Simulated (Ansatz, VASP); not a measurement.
# ZnInGaO4 (amorphous InGaZnO4 at 5.07 g/cm^3) in two plane-wave programs

Wanted: the spread between two codes on one cell, functional and k mesh. The structure shown is the start of the Ansatz relaxation below; VASP solves that cell, so the two are compared at the walk's first step.

Method: plane waves, with VASP 6.6.1 beside it; single point at PBE, in Ansatz 0.2.0.

## 1. The structure

The cell holds 84 atoms: 12 In, 12 Ga, 12 Zn and 48 O. Its edges and angles: a = 10.723 Å, b = 10.723 Å, c = 10.723 Å, α = 90.0°, β = 90.0°, γ = 90.0°. 84 atoms (12 In, 12 Ga, 12 Zn, 48 O) packed at random and pushed apart as soft spheres at 5.07 g/cm^3; MD (Langevin at fixed volume unless said) with the MACE-MP-0b2 small potential (Batatia et al., arXiv:2401.00096), steps of 2 fs: 0.7 ps at 2600 K, 2600 to 1560 K in 0.7 ps, 1560 to 300 K in 2 ps; then atoms relaxed.

## 2. Ansatz: relaxation, PBE

Ansatz runs on its default PAW (the set named soft_2) files.

The two programs are compared at the cell with which this relaxation starts, whose forces are those of its first step.

input.yaml reads:

```yaml
crystal:
  lattice:
    - [10.72255, 0.0, 0.0]
    - [0.0, 10.72255, 0.0]
    - [0.0, 0.0, 10.72255]
  atoms:
    - { symbol: In, position: [0.17304, 0.76752, 0.80694] }
    - { symbol: In, position: [0.84479, 0.15182, 0.44951] }
    - { symbol: In, position: [0.32902, 0.51921, 0.67759] }
    - { symbol: In, position: [0.46006, 0.84459, 0.75126] }
    - { symbol: In, position: [0.53342, 0.13224, 0.25306] }
    - { symbol: In, position: [0.58681, 0.34748, 0.7802] }
    - { symbol: In, position: [0.35419, 0.27022, 0.04719] }
    - { symbol: In, position: [0.0765, 0.42588, 0.51863] }
    - { symbol: In, position: [0.75369, 0.89186, 0.70027] }
    - { symbol: In, position: [0.74152, 0.54852, 0.63] }
    - { symbol: In, position: [0.08791, 0.77569, 0.26083] }
    - { symbol: In, position: [0.75533, 0.80576, 0.23646] }
    - { symbol: Ga, position: [0.06335, 0.25887, 0.96332] }
    - { symbol: Ga, position: [0.31079, 0.18375, 0.48385] }
    - { symbol: Ga, position: [0.18292, 0.5383, 0.00773] }
    - { symbol: Ga, position: [0.74479, 0.00264, 0.03326] }
    - { symbol: Ga, position: [0.98479, 0.01838, 0.85779] }
    - { symbol: Ga, position: [0.57243, 0.12292, 0.57873] }
    - { symbol: Ga, position: [0.80526, 0.2563, 0.14528] }
    - { symbol: Ga, position: [0.25792, 0.72991, 0.48196] }
    - { symbol: Ga, position: [0.00879, 0.06397, 0.14771] }
    - { symbol: Ga, position: [0.06419, 0.96833, 0.56983] }
    - { symbol: Ga, position: [0.34743, 0.42074, 0.28798] }
    - { symbol: Ga, position: [0.62597, 0.73348, 0.99605] }
    - { symbol: Zn, position: [0.8588, 0.2674, 0.71811] }
    - { symbol: Zn, position: [0.28365, 0.99234, 0.26156] }
    - { symbol: Zn, position: [0.93944, 0.70748, 0.51275] }
    - { symbol: Zn, position: [0.44257, 0.70789, 0.22971] }
    - { symbol: Zn, position: [0.26349, 0.02148, 0.97519] }
    - { symbol: Zn, position: [0.9668, 0.51646, 0.80055] }
    - { symbol: Zn, position: [0.58378, 0.45186, 0.09793] }
    - { symbol: Zn, position: [0.59415, 0.59107, 0.39724] }
    - { symbol: Zn, position: [0.84924, 0.50785, 0.30338] }
    - { symbol: Zn, position: [0.18528, 0.20155, 0.72345] }
    - { symbol: Zn, position: [0.07966, 0.31032, 0.2618] }
    - { symbol: Zn, position: [0.93977, 0.69909, 0.01099] }
    - { symbol: O, position: [0.26976, 0.4404, 0.12332] }
    - { symbol: O, position: [0.26042, 0.59401, 0.85876] }
    - { symbol: O, position: [0.7546, 0.41698, 0.16583] }
    - { symbol: O, position: [0.22489, 0.56588, 0.51304] }
    - { symbol: O, position: [0.91664, 0.19028, 0.27179] }
    - { symbol: O, position: [0.67423, 0.14328, 0.11519] }
    - { symbol: O, position: [0.62249, 0.76502, 0.82495] }
    - { symbol: O, position: [0.1294, 0.21074, 0.12474] }
    - { symbol: O, position: [0.28983, 0.78583, 0.31497] }
    - { symbol: O, position: [0.81413, 0.97978, 0.86918] }
    - { symbol: O, position: [0.77806, 0.68567, 0.07323] }
    - { symbol: O, position: [0.95561, 0.55161, 0.61709] }
    - { symbol: O, position: [0.02088, 0.46071, 0.33108] }
    - { symbol: O, position: [0.89044, 0.99297, 0.55873] }
    - { symbol: O, position: [0.43006, 0.21454, 0.60495] }
    - { symbol: O, position: [0.23788, 0.19979, 0.90101] }
    - { symbol: O, position: [0.77652, 0.73725, 0.5917] }
    - { symbol: O, position: [0.42467, 0.55849, 0.3482] }
    - { symbol: O, position: [0.86663, 0.94796, 0.1503] }
    - { symbol: O, position: [0.39437, 0.07094, 0.38041] }
    - { symbol: O, position: [0.57472, 0.96143, 0.64598] }
    - { symbol: O, position: [0.62168, 0.88901, 0.07914] }
    - { symbol: O, position: [0.59529, 0.76054, 0.33129] }
    - { symbol: O, position: [0.00744, 0.18604, 0.80212] }
    - { symbol: O, position: [0.05379, 0.43222, 0.94255] }
    - { symbol: O, position: [0.07065, 0.92406, 0.73801] }
    - { symbol: O, position: [0.99291, 0.69423, 0.84254] }
    - { symbol: O, position: [0.6841, 0.20319, 0.69127] }
    - { symbol: O, position: [0.32369, 0.75056, 0.64482] }
    - { symbol: O, position: [0.65215, 0.12853, 0.42037] }
    - { symbol: O, position: [0.47362, 0.32061, 0.21295] }
    - { symbol: O, position: [0.37642, 0.0769, 0.11631] }
    - { symbol: O, position: [0.78312, 0.4309, 0.78506] }
    - { symbol: O, position: [0.72758, 0.49058, 0.44317] }
    - { symbol: O, position: [0.51201, 0.34985, 0.9558] }
    - { symbol: O, position: [0.51697, 0.62627, 0.08022] }
    - { symbol: O, position: [0.52711, 0.50309, 0.67562] }
    - { symbol: O, position: [0.09618, 0.81256, 0.48956] }
    - { symbol: O, position: [0.31945, 0.88301, 0.87648] }
    - { symbol: O, position: [0.24367, 0.31333, 0.38153] }
    - { symbol: O, position: [0.08021, 0.98538, 0.99714] }
    - { symbol: O, position: [0.93586, 0.28397, 0.55285] }
    - { symbol: O, position: [0.90701, 0.18344, 0.0244] }
    - { symbol: O, position: [0.10463, 0.67436, 0.09101] }
    - { symbol: O, position: [0.20344, 0.36849, 0.66138] }
    - { symbol: O, position: [0.17997, 0.09809, 0.56616] }
    - { symbol: O, position: [0.9097, 0.70729, 0.32291] }
    - { symbol: O, position: [0.10538, 0.97228, 0.26364] }
kpoints:
  mp_grid: { grid: [1, 1, 1] }
hamiltonian:
  xc: pbe
scf:
  occupations: { method: gaussian, width: 0.025 }
output:
  forces: true
relax:
  f_tol: 0.05
  max_steps: 150
  cell: {}
```

Command:

```
$ ansatz run input.yaml --threads 4 --pin off --max-ram 8192MiB --backend cpu --events-out ev --progress --plain --runs-dir out
```

Numbers of over 12 decimals in the logs are rounded to 6 here.

Log:

```text
Engine: ansatz 0.2.0, x86_64-unknown-linux-gnu
Pseudopotentials: kind: paw
Pseudopotential: In, paw, valence charge 13, recommended cutoff 420 eV (normal), In.paw.azcp
Pseudopotential: Ga, paw, valence charge 13, recommended cutoff 420 eV (normal), Ga.paw.azcp
Pseudopotential: Zn, paw, valence charge 12, recommended cutoff 420 eV (normal), Zn.paw.azcp
Pseudopotential: O, paw, valence charge 6, recommended cutoff 420 eV (normal), O.paw.azcp
Functional definition: PBE
  parameter kappa = 0.804
  parameter beta = 0.066725
  exchange = pbe_x(kappa = kappa, mu = beta*pi^2/3)
  correlation = pbe_c(beta = beta)
Crystal: 84 atoms, lattice volume = 1232.805 Å³
Basis set: ecut = 420 eV, 24111 PW (Γ), exchange–correlation on 144×144×144 points (8 copies of the dense FFT grid, shifted against one another)
Bands: 456, of which v1, the nominal top of the filled ones, is band 372 counted from 1 (371 counted from 0)
Symmetry: 1 space group operations
Space group: P1 (ITA 1), of the structure as read, at distance tolerance 1.1e-4 Å
k-points: 1
Non-local potential: In, projectors of the file, l = 0: 2, l = 1: 2, l = 2: 2, l = 3: 2
Non-local potential: Ga, projectors of the file, l = 0: 2, l = 1: 2, l = 2: 3, l = 3: 1
Non-local potential: Zn, projectors of the file, l = 0: 2, l = 1: 2, l = 2: 3, l = 3: 1
Non-local potential: O, projectors of the file, l = 0: 2, l = 1: 2, l = 2: 1
PAW form: soft (Blöchl's): semilocal exchange-correlation on the pseudo side does not see the compensation charge
PAW one-centre angular grid: In, 590 points (default); XC on 64 Gauss nodes
PAW one-centre angular grid: Ga, 590 points (default); XC on 64 Gauss nodes
PAW one-centre angular grid: Zn, 590 points (default); XC on 64 Gauss nodes
PAW one-centre angular grid: O, 110 points (default); XC on 64 Gauss nodes
Initial density: superposition of atomic densities (neutral atoms: chi_scale 0, normalization atom), corrected by the library's trained network
Initial wavefunctions: pseudopotential atomic-orbital guess
Functional: x = pbe(κ = 0.804, μ = 0.219515), c = pbe(β = 0.066725)
SCF iter   1: F=—  HF=-179637.252226 eV  |F-HF|=—  |Δ(HF+E_count)|=         —  Δρ=2.40e-3  dr2=9.21e-2  ethr=1.77e-3  ⟨swp⟩=6.0  Hψ=1743  notcnv=0
preconditioner: auto → Resta (q_TF=auto, 2.508 Å⁻¹)  ε∞=4.8  [insulator: Δε(μ)=0.852 eV  Ē_g=14.702 eV  σ=0.025 eV  W_gap=1.00  n_scr=340 (ndim 8)  ℏωp=28.8 eV  f_vac=0.144  D(μ)=0.00/eV (n_scr^D=0)  ε∞_Penn≈4.8]
SCF iter   2: F=—  HF=-179637.253705 eV  |F-HF|=—  |Δ(HF+E_count)|=   1.48e-3  Δρ=1.31e-3  dr2=2.12e-2  ethr=1.24e-5  ⟨swp⟩=2.0  Hψ=904  notcnv=0  defer=77
SCF iter   3: F=—  HF=-179637.254290 eV  |F-HF|=—  |Δ(HF+E_count)|=   5.85e-4  Δρ=6.12e-4  dr2=8.08e-3  ethr=2.84e-6  ⟨swp⟩=2.0  Hψ=732  notcnv=0  defer=77
SCF iter   4: F=—  HF=-179637.254075 eV  |F-HF|=—  |Δ(HF+E_count)|=   2.16e-4  Δρ=2.01e-4  dr2=6.34e-4  ethr=1.09e-6  ⟨swp⟩=2.0  Hψ=705  notcnv=0  defer=77
SCF iter   5: F=—  HF=-179637.254236 eV  |F-HF|=—  |Δ(HF+E_count)|=   1.61e-4  Δρ=1.56e-4  dr2=2.91e-4  ethr=8.52e-8  ⟨swp⟩=2.0  Hψ=745  notcnv=0  defer=77
SCF iter   6: F=—  HF=-179637.254267 eV  |F-HF|=—  |Δ(HF+E_count)|=   3.17e-5  Δρ=4.29e-5  dr2=2.60e-5  ethr=3.92e-8  ⟨swp⟩=2.0  Hψ=747  notcnv=0  defer=77
SCF iter   7: F=—  HF=-179637.255465 eV  |F-HF|=—  |Δ(HF+E_count)|=   1.20e-3  Δρ=2.92e-5  dr2=1.10e-5  ethr=3.49e-9  ⟨swp⟩=2.0  Hψ=750  notcnv=0  defer=77
SCF iter   8: F=—  HF=-179637.255469 eV  |F-HF|=—  |Δ(HF+E_count)|=   3.76e-6  Δρ=9.80e-6  dr2=1.39e-6  ethr=1.47e-9  ⟨swp⟩=2.0  Hψ=746  notcnv=0  defer=77
SCF iter   9: F=—  HF=-179637.255470 eV  |F-HF|=—  |Δ(HF+E_count)|=   1.31e-6  Δρ=6.56e-6  dr2=5.27e-7  ethr=1.87e-10  ⟨swp⟩=2.0  Hψ=747  notcnv=0  defer=77
SCF iter  10: F=-179637.255470 eV  HF=-179637.255470 eV  |F-HF|=4.70e-8  |Δ(HF+E_count)|=   1.32e-7  Δρ=2.57e-6  dr2=8.93e-8  ethr=1.34e-11  ⟨swp⟩=2.0  Hψ=1573  notcnv=0
SCF 1 converged in 10 iterations: F = -179637.255470 eV  dr2 = 8.93e-8
  greatest PAW one-centre occupation: 0.998 electrons in one spin orbital (limit 2), on the Ga atom at site 20 (counted from 0), in its partial waves of l = 2
relax step   1: F+E_penalty+E_count = -179637.25547011 eV  Δ(F+E_penalty+E_count) = +0.000e0 eV  max|allowed force component| = 2.759e-1 eV/Å  Δτ_max = 0.0000 Å  P = -1.875 GPa  Ω = 1232.805 Å³  (10 SCF iters, dr2 threshold 1.00e-7 eV, accepted)
Crystal: 84 atoms, lattice volume = 1215.569 Å³
Basis set: ecut = 420 eV, 23721 PW (Γ), exchange–correlation on 144×144×144 points (8 copies of the dense FFT grid, shifted against one another)
Initial density: handed on by an earlier stage of this run
Initial wavefunctions: those handed on with the density
iter 1 solved again at ethr=2.94e-5 eV; its pass at ethr=3.10e-3 eV (dr2=2.19e-1 eV) is discarded
SCF iter   1: F=—  HF=-179637.701338 eV  |F-HF|=—  |Δ(HF+E_count)|=         —  Δρ=6.46e-3  dr2=2.21e-1  ethr=2.94e-5  ⟨swp⟩=6.0  Hψ=2046  notcnv=0
[...]
atom  62  O     -0.00631687     0.00112436    -0.01645876
  atom  63  O      0.00440399    -0.00585048    -0.00183128
  atom  64  O     -0.00473973     0.00628919    -0.00257308
  atom  65  O     -0.00790125    -0.00096021     0.01431464
  atom  66  O      0.00231536    -0.00541616     0.00386408
  atom  67  O     -0.00537841     0.00028065    -0.00413842
  atom  68  O      0.00995874     0.00518872    -0.00450857
  atom  69  O     -0.00547298    -0.00877910    -0.00119616
  atom  70  O      0.00289297    -0.00684706     0.00093242
  atom  71  O      0.00307991     0.00439464    -0.00356230
  atom  72  O     -0.00375976    -0.00365597     0.00522896
  atom  73  O     -0.00124838     0.00121681     0.00212115
  atom  74  O      0.01682059    -0.00589986    -0.00281260
  atom  75  O      0.00726349    -0.00406519     0.00524434
  atom  76  O      0.00422697     0.00380629     0.00025023
  atom  77  O      0.00792973    -0.00270566     0.00831171
  atom  78  O      0.00819583     0.00672061    -0.00126074
  atom  79  O      0.00160876     0.00456905    -0.00259670
  atom  80  O     -0.00323129     0.00288558    -0.00626575
  atom  81  O     -0.00245787     0.00138350    -0.00343295
  atom  82  O     -0.00912145    -0.00763330     0.00165088
  atom  83  O     -0.00309235    -0.00230933     0.00335162
  atom  84  O     -0.00153143    -0.00164772     0.00150247
  max |Σ_I F_I| component: 1.66e-6 eV/Å
--- Stress (GPa, compression-positive) ---
        0.008366       0.007688       0.002932
        0.007688       0.009207       0.018327
        0.002932       0.018327      -0.014933
  P = ⅓ Tr σ = 0.0009 GPa (0.009 kbar)
--- Relaxed structure (16 steps of the walk, 16 accepted, 2 SCFs on fresh bases) ---
  F+E_penalty+E_count = -179637.98636719 eV   max|allowed force component| = 2.932e-2 eV/Å   (the final SCF, on the basis selected at the relaxed cell)
  cell:  # Å, volume = 1212.0848 Å³
    - [10.506060, 0.016205, 0.123776]
    - [0.016205, 10.854294, 0.202807]
    - [0.123776, 0.202807, 10.634243]
  atoms:
    - { symbol: In, position: [0.144726, 0.787109, 0.869492] }
    - { symbol: In, position: [0.841387, 0.161636, 0.457163] }
    - { symbol: In, position: [0.329117, 0.543112, 0.666625] }
    - { symbol: In, position: [0.457819, 0.839734, 0.743854] }
    - { symbol: In, position: [0.532215, 0.127270, 0.260865] }
    - { symbol: In, position: [0.583627, 0.359817, 0.776770] }
    - { symbol: In, position: [0.354589, 0.264688, 0.050169] }
    - { symbol: In, position: [0.080808, 0.432879, 0.501712] }
    - { symbol: In, position: [0.758776, 0.895019, 0.706540] }
    - { symbol: In, position: [0.764067, 0.561709, 0.640710] }
    - { symbol: In, position: [0.088434, 0.775989, 0.237112] }
    - { symbol: In, position: [0.756821, 0.787351, 0.241554] }
    - { symbol: Ga, position: [0.070174, 0.262847, 0.961608] }
    - { symbol: Ga, position: [0.304557, 0.172387, 0.477626] }
    - { symbol: Ga, position: [0.192681, 0.537126, 0.00759985] }
    - { symbol: Ga, position: [0.735308, -0.00821903, 0.040589] }
    - { symbol: Ga, position: [0.976077, 0.036217, 0.864427] }
    - { symbol: Ga, position: [0.568740, 0.131098, 0.589647] }
    - { symbol: Ga, position: [0.803691, 0.246282, 0.146238] }
    - { symbol: Ga, position: [0.261125, 0.743902, 0.472710] }
    - { symbol: Ga, position: [0.0059254, 0.058576, 0.149197] }
    - { symbol: Ga, position: [0.061750, 0.973324, 0.584109] }
    - { symbol: Ga, position: [0.346764, 0.413828, 0.289082] }
    - { symbol: Ga, position: [0.621498, 0.725597, 0.998115] }
    - { symbol: Zn, position: [0.859749, 0.285898, 0.715592] }
    - { symbol: Zn, position: [0.286137, 0.981818, 0.249942] }
    - { symbol: Zn, position: [0.954155, 0.720220, 0.512968] }
    - { symbol: Zn, position: [0.450050, 0.696501, 0.231435] }
    - { symbol: Zn, position: [0.271662, 0.027250, 0.965478] }
    - { symbol: Zn, position: [1.050927, 0.520848, 0.772351] }
    - { symbol: Zn, position: [0.582580, 0.448262, 0.097943] }
    - { symbol: Zn, position: [0.578005, 0.573872, 0.427558] }
    - { symbol: Zn, position: [0.840580, 0.487859, 0.311600] }
    - { symbol: Zn, position: [0.191819, 0.222984, 0.716555] }
    - { symbol: Zn, position: [0.080055, 0.308827, 0.250893] }
    - { symbol: Zn, position: [0.919398, 0.641885, -0.00574043] }
    - { symbol: O, position: [0.270593, 0.437124, 0.126235] }
    - { symbol: O, position: [0.249131, 0.605769, 0.849213] }
    - { symbol: O, position: [0.749398, 0.402465, 0.172303] }
    - { symbol: O, position: [0.219404, 0.580499, 0.500326] }
    - { symbol: O, position: [0.917367, 0.182519, 0.273180] }
    - { symbol: O, position: [0.671378, 0.134826, 0.117773] }
    - { symbol: O, position: [0.622574, 0.763908, 0.826495] }
    - { symbol: O, position: [0.139210, 0.207098, 0.122991] }
    - { symbol: O, position: [0.289612, 0.786073, 0.296911] }
    - { symbol: O, position: [0.804900, 0.986788, 0.875359] }
    - { symbol: O, position: [0.770739, 0.665310, 0.082076] }
    - { symbol: O, position: [0.967663, 0.557279, 0.607267] }
    - { symbol: O, position: [0.019180, 0.456523, 0.312760] }
    - { symbol: O, position: [0.886549, 1.003594, 0.566929] }
    - { symbol: O, position: [0.415158, 0.213665, 0.602339] }
    - { symbol: O, position: [0.243966, 0.204583, 0.895170] }
    - { symbol: O, position: [0.786568, 0.748239, 0.593896] }
    - { symbol: O, position: [0.424445, 0.546036, 0.345157] }
    - { symbol: O, position: [0.861764, 0.940675, 0.155202] }
    - { symbol: O, position: [0.385045, 0.057315, 0.379042] }
    - { symbol: O, position: [0.578323, 0.970136, 0.657078] }
    - { symbol: O, position: [0.616423, 0.872649, 0.087470] }
    - { symbol: O, position: [0.594233, 0.739498, 0.339441] }
    - { symbol: O, position: [0.00771873, 0.199235, 0.801369] }
[...]
- { symbol: O, position: [0.083653, 0.980840, 0.994980] }
    - { symbol: O, position: [0.936525, 0.294740, 0.547101] }
    - { symbol: O, position: [0.913841, 0.177361, 0.026322] }
    - { symbol: O, position: [0.108460, 0.683690, 0.065296] }
    - { symbol: O, position: [0.181410, 0.401014, 0.680881] }
    - { symbol: O, position: [0.170578, 0.107802, 0.575567] }
    - { symbol: O, position: [0.923224, 0.708064, 0.325796] }
    - { symbol: O, position: [0.104879, 0.965502, 0.260733] }
```

In the SCF lines HF is the Harris–Foulkes energy and dr2 the Hartree energy of the density residual, in eV; the loop may stop once dr2 is under the threshold and the program's other checks hold. Hψ counts applications of the Hamiltonian.

(Part 1 of 2 ends here.)

[Lines on the potential files, build, host, timing and source positions are cut from VASP's logs without a mark.]

[Logs are printed without paths, hosts, clocks, repeated set-up lines and the standing remarks that a program may print on its own settings, such as how far it seeks lower states.]

[Hosts, paths, dates, database ids (printed as entryN), source tags and the programs' standing remarks are cut or masked in the printed files.]
